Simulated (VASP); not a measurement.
Input:

```xyz
4
Lattice="-2.0080 2.0080 3.9605 2.0080 -2.0080 3.9605 2.0080 2.0080 -3.9605" Properties=species:S:1:pos:R:3 pbc="T T T"
Ag     0.0000     2.0080     1.9803
Ag     2.0080     0.0000     1.9803
Ag     0.0000     0.0000     3.9605
Pd     0.0000     0.0000     0.0000
```

These are PBEsol GGA with spin-orbit coupling, VASP's PBE PAW potentials (set 64) (plane waves; VASP) values and carry that method's errors. Settings: 400 eV cut-off, 10×10×10 Γ-centred mesh, Gaussian smearing of 0.050 eV, potentials Ag Pd.

**Question.** Predict the energy per atom (σ→0), band gap (over mesh and band path) with the smallest direct gap where there is one.

**Answer.** 
```
Property                                                               Value
----------------------------------  ----------------------------------------
band gap (over mesh and band path)  none (metal, semimetal or under 0.01 eV)
energy per atom (σ→0)                                         -4.053 eV/atom
```

Total energies compare only between runs with the same potentials, cut-off and functional.

The structure comes from a computed database's Ag3Pd entry (I4/mmm); how it stands against other phases isn't given here. It was relaxed first.
